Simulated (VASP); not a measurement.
Output of a VASP run:

**OUTCAR**
```
 ion  position               nearest neighbor table
   1  0.000  0.000  0.000-
  LATTYP: Found a face centered cubic cell.
 ALAT       =     4.2580020000
 Subroutine PRICEL returns:
 Original cell was already a primitive cell.
 Subroutine GETGRP returns: Found 48 space group operations
The static configuration has the point symmetry O_h .
The dynamic configuration has the point symmetry O_h .
 Subroutine INISYM returns: Found 48 space group operations
 Subroutine IBZKPT returns following result:
 Found     20 irreducible k-points:

 Following reciprocal coordinates:
            Coordinates               Weight
  0.000000  0.000000  0.000000      1.000000
  0.142857  0.000000  0.000000      8.000000
  0.285714  0.000000  0.000000      8.000000
  0.428571  0.000000  0.000000      8.000000
  0.142857  0.142857  0.000000      6.000000
  0.285714  0.142857  0.000000     24.000000
  0.428571  0.142857  0.000000     24.000000
 -0.428571  0.142857  0.000000     24.000000
 -0.285714  0.142857  0.000000     24.000000
 -0.142857  0.142857  0.000000     12.000000
  0.285714  0.285714  0.000000      6.000000
  0.428571  0.285714  0.000000     24.000000
 -0.428571  0.285714  0.000000     24.000000
 -0.285714  0.285714  0.000000     12.000000
  0.428571  0.428571  0.000000      6.000000
 -0.428571  0.428571  0.000000     12.000000
  0.428571  0.285714  0.142857     24.000000
 -0.428571  0.285714  0.142857     48.000000
 -0.428571  0.428571  0.142857     24.000000
 -0.285714  0.428571  0.142857     24.000000
   k-points           NKPTS =     20   k-points in BZ     NKDIM =     20   number of bands    NBANDS=      6
   number of dos      NEDOS =    301   number of ions     NIONS =      1
   total plane-waves  NPLWV =   5832
   dimension x,y,z NGX =    18 NGY =   18 NGZ =   18
   dimension x,y,z NGXF=    36 NGYF=   36 NGZF=   36
   ions per type =               1
   PREC   = accura    normal or accurate (medium, high low for compatibility)
   ISTART =      0    job   : 0-new  1-cont  2-samecut
   ICHARG =      2    charge: 1-file 2-atom 10-const
   ISPIN  =      1    spin polarized calculation?
   LNONCOLLINEAR =      F non collinear calculations
   LSORBIT =      F    spin-orbit coupling
   INIWAV =      1    electr: 0-lowe 1-rand  2-diag
   ENCUT  =  300.0 eV  22.05 Ry    4.70 a.u.   4.25  4.25  4.25*2*pi/ulx,y,z
   NELM   =    100;   NELMIN=  2; NELMDL= -5     # of ELM steps
   EDIFF  = 0.1E-05   stopping-criterion for ELM
   LREAL  =      F    real-space projection
   NLSPLINE    = F    spline interpolate recip. space projectors
   LMAXMIX     =    4 max onsite mixed and CHGCAR
   VOSKOWN=      0    Vosko Wilk Nusair interpolation
   EDIFFG = 0.1E-04   stopping-criterion for IOM
   NSW    =      0    number of steps for IOM
   NBLOCK =      1;   KBLOCK =      1    inner block; outer block
   IBRION =     -1    ionic relax: 0-MD 1-quasi-New 2-CG
   NFREE  =      0    steps in history (QN), initial steepest desc. (CG)
   ISIF   =      2    stress and relaxation
   ISYM   =      2    0-nonsym 1-usesym 2-fastsym
   TEIN   =    0.0    initial temperature
   TEBEG  =    0.0;   TEEND  =   0.0 temperature during run
   SMASS  =  -3.00    Nose mass-parameter (am)
   PSTRESS=    0.0 pullay stress
   NELECT =       5.0000    total number of electrons
   EFERMI =   0.00;   METHOD = LEGACY
   ISMEAR =     0;   SIGMA  =   0.20  broadening in eV -4-tet -1-fermi 0-gaus
   IALGO  =     38    algorithm
   LDIAG  =      T    sub-space diagonalisation (order eigenvalues)
   IMIX   =      4    mixing-type and parameters
     AMIX     =   0.40;   BMIX     =  1.00
     AMIX_MAG =   1.60;   BMIX_MAG =  1.00
     AMIN     =   0.10
   GGA     = CA    functional components
   VOSKOWN =     0    Vosko Wilk Nusair interpolation
   LHFCALC =     F    Hartree Fock is set to
   LHFONE  =     F    Hartree Fock one center treatment
   AEXX    =    0.0000 exact exchange contribution
...
```

OSZICAR:
```
       N       E                     dE             d eps       ncg     rms          rms(c)
DAV:   1     0.867030807851E+00    0.86703E+00   -0.14001E+03   258   0.391E+02
DAV:   2    -0.478524514817E+01   -0.56523E+01   -0.55518E+01   342   0.486E+01
DAV:   3    -0.487708052087E+01   -0.91835E-01   -0.91124E-01   276   0.669E+00
DAV:   4    -0.487719927507E+01   -0.11875E-03   -0.11875E-03   342   0.274E-01
DAV:   5    -0.487719933893E+01   -0.63856E-07   -0.63473E-07   282   0.435E-03    0.205E+00
DAV:   6    -0.487135335555E+01    0.58460E-02   -0.35651E-03   246   0.362E-01    0.119E+00
DAV:   7    -0.486878952570E+01    0.25638E-02   -0.56473E-03   258   0.457E-01    0.595E-02
DAV:   8    -0.486877314078E+01    0.16385E-04   -0.43911E-05   258   0.539E-02    0.791E-03
DAV:   9    -0.486877319043E+01   -0.49654E-07   -0.41566E-07   276   0.565E-03
   1 F= -.48687732E+01 E0= -.48547004E+01  d E =-.281455E-01
```

OUTCAR:
```
------------------------ aborting loop because EDIFF is reached ----------------------------------------
  FORCE on cell =-STRESS in cart. coord.  units (eV):
  Direction    XX          YY          ZZ          XY          YZ          ZX
  --------------------------------------------------------------------------------------
  Total       -0.5793749     -0.5793749     -0.5793749     -0.0000000      0.0000000      0.0000000
  in kB      -48.0964105    -48.0964105    -48.0964105     -0.0000000      0.0000000      0.0000000
  external PRESSURE =     -48.0964105 kB  Pullay stress =       0.0000000 kB
  volume of cell :       19.30
      direct lattice vectors                 reciprocal lattice vectors
     0.000000000  2.129001000  2.129001000    -0.234851933  0.234851933  0.234851933
     2.129001000  0.000000000  2.129001000     0.234851933 -0.234851933  0.234851933
     2.129001000  2.129001000  0.000000000     0.234851933  0.234851933 -0.234851933
 POSITION                                       TOTAL-FORCE (eV/Angst)
 -----------------------------------------------------------------------------------
      0.00000      0.00000      0.00000         0.000000     -0.000000      0.000000
 -----------------------------------------------------------------------------------
    total drift:                               -0.000000     -0.000000     -0.000000
  FREE ENERGIE OF THE ION-ELECTRON SYSTEM (eV)
  ---------------------------------------------------
  free  energy   TOTEN  =        -4.8687731904 eV

  energy  without entropy=       -4.8406276434  energy(sigma->0) =       -4.85470042
```
(Selected blocks of OUTCAR.)

File POSCAR:
```
As
1
    0.0000000000     2.1290010000     2.1290010000
    2.1290010000     0.0000000000     2.1290010000
    2.1290010000     2.1290010000     0.0000000000
As
1
Direct
  0.0000000000   0.0000000000   0.0000000000
```

### Question
Write an INCAR and KPOINTS that could have produced this output.

### Answer
This is not unique; one that fits is the input of the run itself, LDA (Ceperley-Alder, Perdew-Zunger), plane waves, VASP's LDA PAW potentials (set 64).

KPOINTS:
```
Automatic mesh
0
G
7 7 7
0 0 0
```

### INCAR
```
SYSTEM  =  As
PREC  =  Accurate; ENCUT  =  300; LREAL  =  F
LASPH  =  T
EDIFF  =  1E-6; NELM  =  100; ALGO  =  Normal
LMAXMIX  =  4
ISMEAR  =  0; SIGMA  =  0.2
ISIF  =  2
LWAVE  =  F; LCHARG  =  F
```

POTCAR, in this order: As (LDA.64 set). Program: vasp_std.

The structure was generated: As was put into an ordered model structure, which need not be its known phase. The cell was not relaxed at this level. The k-mesh is coarse (spacing up to 0.37 per Å, 2π included), so the numbers may not be converged in it. The run is one of a series of settings (GGA removed, POTCAR As (LDA.64 set) against the base run), some of them coarse on purpose.
